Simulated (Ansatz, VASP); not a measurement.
## PtSe2: VASP beside Ansatz

One calculation is typed for both programs; each brings its own data sets. How far apart do they land? Of the first pair: The structure shown is the start of the Ansatz relaxation below; VASP solves that cell, so the two are compared at the walk's first step.

Calculated with Ansatz 0.2.0; plane waves, with VASP 6.6.1 beside it; single point at r2SCAN with D3(BJ).

## 1. The starting structure

Symmetry: P-3m1, No. 164, trigonal system. The conventional cell has a = 3.790 Å, b = 3.790 Å, c = 5.080 Å, α = 90.00°, β = 90.00°, γ = 120.00°. Nearest to Se lie 3 Pt at 2.55 Å. Pt has 6 Se at 2.55 Å nearest. Farther neighbours and most contacts between anions are not listed.

## 2. Ansatz: relaxation, r2SCAN with D3(BJ)

Ansatz runs on its default PAW (the set named soft_2) files.

The two programs are compared at the cell with which this relaxation starts, whose forces are those of its first step.

The input, input.yaml:

```yaml
crystal:
  lattice:
    - [3.79, 0.0, 0.0]
    - [-1.895, 3.2822362803, 0.0]
    - [0.0, 0.0, 5.08]
  atoms:
    - { symbol: Se, position: [0.3333333333, 0.6666666667, 0.0] }
    - { symbol: Pt, position: [0.0, 0.0, 0.2559055118] }
    - { symbol: Se, position: [0.6666666667, 0.3333333333, 0.5118110236] }
kpoints:
  mp_grid: { grid: [8, 8, 6] }
scf:
  occupations: { method: fixed }
  max_iter: 120
hamiltonian:
  xc: r2scan
  dispersion: d3bj
output: {}
relax:
  f_tol: 0.01
  max_steps: 40
  cell: { fix: [a, b, angles] }
```

On the command line:

```bash
$ ansatz run input.yaml --threads 4 --pin off --max-ram 10240MiB --backend cpu --events-out ev --progress --plain --runs-dir out
```

Numbers of over 12 decimals in the logs are rounded to 6 here.

The program printed:

```text
Warning: the engine holds no damping parameters fitted to this dispersion correction and functional, so the run takes those fitted to r2scan beside the three-body term, which d3bj leaves out (hamiltonian.dispersion, under Limitations)
Engine: ansatz 0.2.0, x86_64-unknown-linux-gnu
Pseudopotentials: kind: paw
Pseudopotential: Se, paw, valence charge 16, recommended cutoff 500 eV (meta_gga), Se.paw.azcp
Pseudopotential: Pt, paw, valence charge 18, recommended cutoff 500 eV (meta_gga), Pt.paw.azcp
Functional definition: r2SCAN
  parameter k0 = 0.174
  parameter k1 = 0.065
  parameter a1 = 4.9479
  exchange = r2scan_x(k0 = k0, k1 = k1, a1 = a1)
  correlation = r2scan_c
Crystal: 3 atoms, lattice volume = 63.194 Å³
Basis set: ecut = 500 eV, 1591 PW (Γ), exchange–correlation on 120×120×160 points (64 copies of the dense FFT grid, shifted against one another)
Bands: 30, of which v1, the nominal top of the filled ones, is band 25 counted from 1 (24 counted from 0)
Symmetry: 12 space group operations
Space group: P-3m1 (ITA 164), of the structure as read, at distance tolerance 4.0e-5 Å
k-points: 50 of 384
Non-local potential: Se, projectors of the file, l = 0: 2, l = 1: 2, l = 2: 3, l = 3: 1
Non-local potential: Pt, projectors of the file, l = 0: 3, l = 1: 2, l = 2: 2, l = 3: 1
PAW form: soft (Blöchl's): semilocal exchange-correlation on the pseudo side does not see the compensation charge
PAW frozen core: Se, regenerated for the run's functional (the file was generated under x = pbe(κ = 0.804, μ = 0.219515), c = pbe(β = 0.066725))
PAW frozen core: Pt, regenerated for the run's functional (the file was generated under x = pbe(κ = 0.804, μ = 0.219515), c = pbe(β = 0.066725))
PAW one-centre angular grid: Se, 590 points (default); XC on 160 Gauss nodes
PAW one-centre angular grid: Pt, 590 points (default); XC on 160 Gauss nodes
Initial density: superposition of atomic densities (neutral atoms: chi_scale 0, normalization atom), corrected by the library's trained network
Initial wavefunctions: pseudopotential atomic-orbital guess
Functional: x = r2scan, c = r2scan; τ floored in thin density (d = 2e-4 eV/Å³)
SCF iter   1: F=—  HF=-23494.965293 eV  |F-HF|=—  |Δ(HF+E_count)|=         —  Δρ=6.49e-3  dr2=1.08e-2  dr2_τ=5.27e-2  ethr=1.77e-3  ⟨swp⟩=4.1  Hψ=4945  notcnv=0  defer=147
preconditioner: auto → Resta (q_TF=auto, 2.624 Å⁻¹)  ε∞=5.4  [insulator: Δε(μ)=0.048 eV  Ē_g=10.488 eV  n_scr=22 (ndim 8)  ℏωp=21.9 eV  f_vac=0.037  ε∞_Penn≈5.4]
SCF iter   2: F=—  HF=-23494.996234 eV  |F-HF|=—  |Δ(HF+E_count)|=   3.09e-2  Δρ=4.08e-3  dr2=4.60e-3  dr2_τ=3.23e-4  ethr=2.15e-5  ⟨swp⟩=2.0  Hψ=3070  notcnv=0  defer=150
SCF iter   3: F=—  HF=-23494.997129 eV  |F-HF|=—  |Δ(HF+E_count)|=   8.96e-4  Δρ=1.02e-3  dr2=5.13e-4  dr2_τ=3.85e-5  ethr=9.21e-6  ⟨swp⟩=2.2  Hψ=1795  notcnv=0  defer=150
SCF iter   4: F=—  HF=-23494.997219 eV  |F-HF|=—  |Δ(HF+E_count)|=   8.98e-5  Δρ=2.59e-4  dr2=4.40e-5  dr2_τ=8.43e-6  ethr=1.03e-6  ⟨swp⟩=2.0  Hψ=2100  notcnv=0  defer=150
SCF iter   5: F=—  HF=-23494.997231 eV  |F-HF|=—  |Δ(HF+E_count)|=   1.22e-5  Δρ=1.50e-4  dr2=1.69e-5  dr2_τ=2.14e-6  ethr=8.79e-8  ⟨swp⟩=2.0  Hψ=1993  notcnv=0  defer=52
SCF iter   6: F=—  HF=-23494.997230 eV  |F-HF|=—  |Δ(HF+E_count)|=   1.17e-6  Δρ=3.18e-5  dr2=6.63e-7  dr2_τ=4.89e-8  ethr=3.37e-8  ⟨swp⟩=3.0  Hψ=2529  notcnv=0  defer=53
SCF iter   7: F=-23494.997230 eV  HF=-23494.997230 eV  |F-HF|=6.00e-10  |Δ(HF+E_count)|=   2.38e-7  Δρ=9.27e-6  dr2=4.72e-8  dr2_τ=4.88e-9  ethr=2.00e-10  ⟨swp⟩=4.2  Hψ=5458  notcnv=0
SCF 1 converged in 7 iterations: F = -23494.997230 eV  dr2 = 4.72e-8
  greatest PAW one-centre occupation: 1.000 electrons in one spin orbital (limit 2), on the Pt atom at site 1 (counted from 0), in its partial waves of l = 0
relax step   1: F+E_penalty+E_count = -23494.99723032 eV  Δ(F+E_penalty+E_count) = +0.000e0 eV  max|allowed force component| = 4.256e-1 eV/Å  Δτ_max = 0.0000 Å  P = -3.904 GPa  Ω = 63.194 Å³  fix = [a, b, alpha, beta, gamma]  reactions: a -4.610, b -4.610 GPa  (7 SCF iters, dr2 threshold 1.00e-7 eV, accepted)
[...]
relax step   3: F+E_penalty+E_count = -23495.01268491 eV  Δ(F+E_penalty+E_count) = -1.545e-2 eV  max|allowed force component| = 1.497e-2 eV/Å  Δτ_max = 0.0317 Å  P = -1.996 GPa  Ω = 63.027 Å³  energy of the carried Pulay correction = +2.313e-5 eV  fix = [a, b, alpha, beta, gamma]  reactions: a -2.941, b -2.941 GPa  (10 SCF iters, accepted)
[...]
relax step   4: F+E_penalty+E_count = -23495.01271057 eV  Δ(F+E_penalty+E_count) = -2.566e-5 eV  max|allowed force component| = 3.949e-4 eV/Å  Δτ_max = 0.0007 Å  P = -1.912 GPa  Ω = 62.996 Å³  energy of the carried Pulay correction = +2.747e-5 eV  fix = [a, b, alpha, beta, gamma]  reactions: a -2.865, b -2.865 GPa  (4 SCF iters, dr2 threshold 2.78e-8 eV, accepted)
[...]
relax step   5: F+E_penalty+E_count = -23495.01268577 eV  Δ(F+E_penalty+E_count) = +2.480e-5 eV  max|allowed force component| = 3.633e-4 eV/Å  Δτ_max = 0.0000 Å  P = -1.912 GPa  Ω = 62.996 Å³  fix = [a, b, alpha, beta, gamma]  reactions: a -2.864, b -2.864 GPa  stress off target by 6.91e-3 GPa on what of the cell is left free  SCF on the basis re-selected at this cell (its energy is not comparable with the rows above)  (5 SCF iters)
basis re-selected at this cell: Δ(F+E_penalty+E_count) = +2.480e-5 eV, ΔP = +0.000 GPa vs the last step (what re-selecting the basis moved, of the pressure what is left beyond the Pulay correction that the steps carried, after the strain that the cell walked since its last selection, with what the two solves' SCF thresholds leave and, on support functions, any second-order correction that the steps lacked; it is no m [...]
SCF converged after 5 iterations
Free energy (F): -23495.012686 eV
Harris-Foulkes:  -23495.012686 eV  (|F-HF|=3.64e-12)
Internal energy: -23495.012686 eV  (E = F + TS)
E sigma→0 (E₀):  -23495.012686 eV
Fermi energy:    12.799252 eV
--- Per-component energies (eV) ---
  E_band       = -1034.900766
  E_kinetic    = 873.373316
  E_local      = -6887.178364  (includes V_loc(G=0)·N_el)
  E_nonlocal   = -987.617559
  E_hartree    = 3185.057295
  E_xc         = -446.442020
  E_vxc        = -548.897449  (∫ρ·V_xc dr)
  E_paw        = -13331.185684  (= ΣΔE_a)
  E_vpaw       = 113.303584  (= ΣTr[D̂ρ^β])
  E_aug_tail   = -0.000273  (compensation charges beyond the density's cutoff)
  E_vtau       = 32.001502  (kinetic-family band-sum trace: ∫τ·v_τ [+ j·A + Jᵃ·Aᵃ] dr)
  E_ewald      = -5896.610261
  E_disp       = -0.648099  (pairwise vdW)
  E_core_change = -3.761035  (= ΣΔE_core)
  E_smearing   = -0.000000  (= −TS)
  E_closure    = 0.000000  (closes the sum)
  Σ components = -23495.012686   (vs F -23495.012686, Δ=0.00e0)
--- Forces (eV/Å), atoms counted from 1 ---
  atom   1  Se    -0.00000000     0.00000000    -0.00036327
  atom   2  Pt     0.00000000     0.00000000     0.00000000
  atom   3  Se     0.00000000    -0.00000000     0.00036327
  max |Σ_I F_I| component: 2.31e-18 eV/Å
--- Stress (GPa, compression-positive) ---
       -2.864441       0.000000      -0.000000
       -0.000000      -2.864441      -0.000000
        0.000000      -0.000000      -0.006908
  P = ⅓ Tr σ = -1.9119 GPa (-19.119 kbar)
--- Band table (eV; the first three rows and the last of 50) ---
  k-point 0: bands = [... 21 lower, 9.7849, 11.2169, 11.2169, 12.7993, 13.8382, 13.8382, 16.4426, 16.8643, ... 1 higher]
  k-point 1: bands = [... 21 lower, 9.7732, 11.0942, 11.0942, 12.1868, 14.0449, 14.0449, 16.6726, 17.4448, ... 1 higher]
  k-point 2: bands = [... 21 lower, 9.6958, 10.8775, 10.8775, 11.1188, 14.4552, 14.4552, 17.2611, 18.4245, ... 1 higher]
  k-point 49: bands = [... 21 lower, 8.5622, 8.6721, 9.8141, 9.8619, 14.2273, 14.4690, 18.6250, 19.6025, ... 1 higher]
--- Relaxed structure (4 steps of the walk, 3 accepted, 1 SCFs on fresh bases) ---
  F+E_penalty+E_count = -23495.01268577 eV   max|allowed force component| = 3.633e-4 eV/Å   (the final SCF, on the basis selected at the relaxed cell)
  cell:  # Å, volume = 62.9959 Å³
    - [3.790000, 0, 0]
    - [-1.895000, 3.282236, 0]
    - [0, 0, 5.064114198265]
  atoms:
    - { symbol: Se, position: [0.333333, 0.666667, 0.00638664] }
    - { symbol: Pt, position: [0, 0, 0.255906] }
    - { symbol: Se, position: [0.666667, 0.333333, 0.505424] }
```

The column dr2 measures how far the density is from self-consistency, as an energy; F and HF (Harris–Foulkes) agree once it is small.

## 3. VASP: single point, r2SCAN with D3(BJ), start cell, pair 1

The same cell, functional and mesh now go to VASP, with its own data sets.

Lines of VASP's logs that name or quote its potential files are left out, and so is its time.

The input, INCAR:

```
SYSTEM = PtSe2
PREC = Accurate
ENCUT = 440
EDIFF = 1E-06
NELM = 120
ISMEAR = 0
SIGMA = 0.01
LREAL = .FALSE.
ALGO = Normal
METAGGA = R2SCAN
IVDW = 12
VDW_S6 = 1
VDW_S8 = 0.78981345
VDW_A1 = 0.49484001
VDW_A2 = 5.73083694
LASPH = .TRUE.
NBANDS = 17
LORBIT = 11
LWAVE = .FALSE.
LCHARG = .FALSE.
ISIF = 2
GGA_COMPAT = .FALSE.
LMIXTAU = .TRUE.
KPAR = 2
```

The input, POSCAR:

```
PtSe2
1.0
    3.7900000000      0.0000000000      0.0000000000
   -1.8950000000      3.2822360000      0.0000000000
    0.0000000000      0.0000000000      5.0800000000
Se Pt
2 1
Direct
    0.3333334349      0.6666668698      0.0000000000
    0.6666667174      0.3333334349      0.5118110236
    0.0000000000      0.0000000000      0.2559055118
```

The input, KPOINTS:

```
Automatic mesh
0
Gamma
8 8 6
0 0 0
```

The projector-augmented-wave data sets are Se and Pt (PBE family, release 64).

On the command line:

```bash
$ mpirun -np 2 vasp_std
```

The program printed:

```text
[banner, memory and clock lines left out]
running    2 mpi-ranks, on    1 nodes
 distrk:  each k-point on    1 cores,    2 groups
 distr:  one band on    1 cores,    1 groups

 POSCAR found type information on POSCAR SePt
 POSCAR found :  2 types and       3 ions
|                                                                             |
|               ----> ADVICE to this user running VASP <----                  |
|                                                                             |
|     You enforced a specific xc type in the INCAR file but a different       |
|     [... a line on the potential file left out ...]
|     I HOPE YOU KNOW WHAT YOU ARE DOING!                                     |
|                                                                             |

 LDA part: xc-table for (None), standard interpolation
 POSCAR, INCAR and KPOINTS ok, starting setup
 FFT: planning ... GRIDC
 FFT: planning ... GRID_SOFT
 FFT: planning ... GRID
 WAVECAR not read
 entering main loop
       N       E                     dE             d eps       ncg     rms          rms(c)
DAV:   1     0.282698317964E+02    0.28270E+02   -0.94842E+03  1700   0.103E+03
DAV:   2    -0.832310410791E+02   -0.11150E+03   -0.10882E+03  2172   0.205E+02
DAV:   3    -0.875834411840E+02   -0.43524E+01   -0.43294E+01  2057   0.420E+01
DAV:   4    -0.876128843118E+02   -0.29443E-01   -0.29434E-01  2195   0.378E+00
DAV:   5    -0.876132040784E+02   -0.31977E-03   -0.31976E-03  2141   0.374E-01    0.120E+01
DAV:   6    -0.824393875386E+02    0.51738E+01   -0.81522E+00  1772   0.268E+01    0.924E+00
DAV:   7    -0.812515908553E+02    0.11878E+01   -0.14898E+00  1708   0.122E+01    0.424E+00
DAV:   8    -0.813633437789E+02   -0.11175E+00   -0.33704E-01  1783   0.390E+00    0.113E+00
DAV:   9    -0.814327991543E+02   -0.69455E-01   -0.81877E-02  1773   0.259E+00    0.249E-01
DAV:  10    -0.814346308910E+02   -0.18317E-02   -0.12252E-02  1932   0.851E-01    0.130E-01
DAV:  11    -0.814365013947E+02   -0.18705E-02   -0.27316E-03  1930   0.409E-01    0.809E-02
DAV:  12    -0.814366205803E+02   -0.11919E-03   -0.10433E-03  1758   0.305E-01    0.405E-02
DAV:  13    -0.814369783370E+02   -0.35776E-03   -0.27926E-04  1774   0.171E-01    0.124E-02
DAV:  14    -0.814370313703E+02   -0.53033E-04   -0.86628E-05  1769   0.656E-02    0.558E-03
DAV:  15    -0.814370519631E+02   -0.20593E-04   -0.90404E-06  1893   0.309E-02    0.360E-03
DAV:  16    -0.814370531801E+02   -0.12170E-05   -0.57835E-07  1113   0.688E-03    0.243E-03
DAV:  17    -0.814370543663E+02   -0.11862E-05   -0.27625E-07   895   0.429E-03    0.148E-03
DAV:  18    -0.814370540204E+02    0.34590E-06   -0.19584E-07   888   0.336E-03
   1 F= -.82082908E+02 E0= -.82082867E+02  d E =-.810754E-04
```

From OUTCAR (step 3):

```text
ion  position               nearest neighbor table
   1  0.333  0.667  0.000-   3 2.55   3 2.55   3 2.55
   2  0.667  0.333  0.512-   3 2.55   3 2.55   3 2.55
   3  0.000  0.000  0.256-   2 2.55   1 2.55   1 2.55   2 2.55   2 2.55   1 2.55

  LATTYP: Found a hexagonal cell.
 ALAT       =     3.7900000000
 C/A-ratio  =     1.3403693931

 Subroutine GETGRP returns: Found 12 space group operations
 (whereof  6 operations were pure point group operations)

The static configuration has the point symmetry C_3v.
 The point group associated with its full space group is D_3d.

 Found     50 irreducible k-points:

   k-points           NKPTS =     50   k-points in BZ     NKDIM =     50   number of bands    NBANDS=     17

   dimension x,y,z NGX =    28 NGY =   28 NGZ =   36
   dimension x,y,z NGXF=    56 NGYF=   56 NGZF=   72

   ENCUT  =  440.0 eV  32.34 Ry    5.69 a.u.   6.48  6.48  8.69*2*pi/ulx,y,z

   NELECT =      22.0000    total number of electrons

 k-points in reciprocal lattice and weights: Automatic mesh
   0.00000000  0.00000000  0.00000000       0.003
   0.12500000  0.00000000  0.00000000       0.016
   0.25000000  0.00000000  0.00000000       0.016
   0.37500000 -0.00000000  0.00000000       0.016
   0.50000000  0.00000000  0.00000000       0.008
   0.12500000  0.12500000  0.00000000       0.016
   0.25000000  0.12500000  0.00000000       0.031
   0.37500000  0.12500000  0.00000000       0.031
   0.25000000  0.25000000  0.00000000       0.016
[...]
0.25000000  0.25000000  0.50000000       0.016
   0.37500000  0.25000000  0.50000000       0.016

 average (electrostatic) potential at core
       1 -57.7153       2 -57.7153       3 -74.6165

 E-fermi :   5.8962

 k-point     1 :       0.0000    0.0000    0.0000
  band No.  band energies     occupation
    ...
      6       1.8367      2.00000
      7       1.8367      2.00000
      8       3.1452      2.00000
      9       4.6725      2.00000
     10       4.6725      2.00000
     11       6.2382      0.00000
     12       7.0910      0.00000
     13       7.0910      0.00000
     14       9.8489      0.00000
     15      10.1565      0.00000
    ...

 k-point     2 :       0.1250    0.0000    0.0000
  band No.  band energies     occupation
    ...
      7       1.7239      2.00000
      8       2.8207      2.00000
      9       4.1359      2.00000
     10       4.4828      2.00000
     11       5.5816      2.00000
     12       7.1851      0.00000
     13       7.1865      0.00000
     14      10.7852      0.00000
     15      11.0094      0.00000
     16      13.0531      0.00000
    ...

 k-point     3 :       0.2500    0.0000    0.0000
  band No.  band energies     occupation
    ...
      7       1.5610      2.00000
      8       2.3157      2.00000
      9       3.5908      2.00000
     10       3.8912      2.00000
     11       4.4371      2.00000
     12       7.1699      0.00000
     13       7.5209      0.00000
     14      10.9526      0.00000
     15      12.3708      0.00000
     16      13.8885      0.00000
    ...

 Edisp (eV)   -0.64585

  Total      -1.79094    -1.79094    -1.01573     0.00000     0.00000     0.00000
  in kB     -45.40670   -45.40670   -25.75230     0.00000     0.00000     0.00000
  external pressure =      -38.86 kB  Pullay stress =        0.00 kB

  energy-cutoff  :      440.00
  volume of cell :       63.19
      direct lattice vectors                 reciprocal lattice vectors
     3.790000000  0.000000000  0.000000000     0.263852243  0.152335176  0.000000000
    -1.895000000  3.282236000  0.000000000     0.000000000  0.304670353  0.000000000
     0.000000000  0.000000000  5.080000000     0.000000000  0.000000000  0.196850394

 POSITION                                       TOTAL-FORCE (eV/Angst)
 -----------------------------------------------------------------------------------
      0.00000      2.18816      0.00000        -0.000000      0.000000      0.403994
      1.89500      1.09408      2.60000         0.000000     -0.000000     -0.403994
      0.00000      0.00000      1.30000        -0.000000     -0.000000      0.000000
 -----------------------------------------------------------------------------------
    total drift:                                0.000000     -0.000318      0.000011

  FREE ENERGIE OF THE ION-ELECTRON SYSTEM (eV)
  ---------------------------------------------------
  free  energy   TOTEN  =       -82.0829076906 eV

  energy  without entropy=      -82.0828266152  energy(sigma->0) =      -82.08286715

 total charge
# of ion       s       p       d       tot
------------------------------------------
    1        1.486   2.256   0.060   3.802
    2        1.486   2.256   0.060   3.802
    3        0.653   0.648   7.967   9.268
--------------------------------------------------
tot          3.624   5.160   8.088  16.871

[... 3 further parts left out ...]
```

The run ends at a pressure of -3.89 GPa, with forces up to 0.40 eV/Å.

## 4. Side by side

Known differences besides the potentials themselves: VASP keeps PBE cores, Ansatz makes them for the functional; fixed occupations in Ansatz, narrow Gaussian smearing in VASP; the data sets hold 50 valence electrons in Ansatz (on its default PAW (the set named soft_2) files) and 22 in VASP; the cutoff is 500 eV in Ansatz and 440 eV in VASP. Total energies have different zeros and are not compared.

Forces (eV/Å; atoms numbered as in POSCAR):

```csv
atom,"Ansatz x, y, z","VASP x, y, z"
Se1,"0.000, 0.000, 0.426","0.000, 0.000, 0.404"
Se2,"0.000, 0.000, -0.426","0.000, 0.000, -0.404"
Pt3,"0.000, 0.000, 0.000","0.000, 0.000, 0.000"
```

The forces differ by 10 meV/Å r.m.s., which is 5.4 % of the r.m.s. force of 0.190 eV/Å (both taken over all components).

[end of part 1 of 2]

[Lines on the potential files, build, host, timing and source positions are cut from VASP's logs without a mark.]

[Logs are printed without paths, hosts, clocks, repeated set-up lines and the standing remarks that a program may print on its own settings, such as how far it seeks lower states.]

[Hosts, paths, dates, database ids (printed as entryN), source tags and the programs' standing remarks are cut or masked in the printed files.]
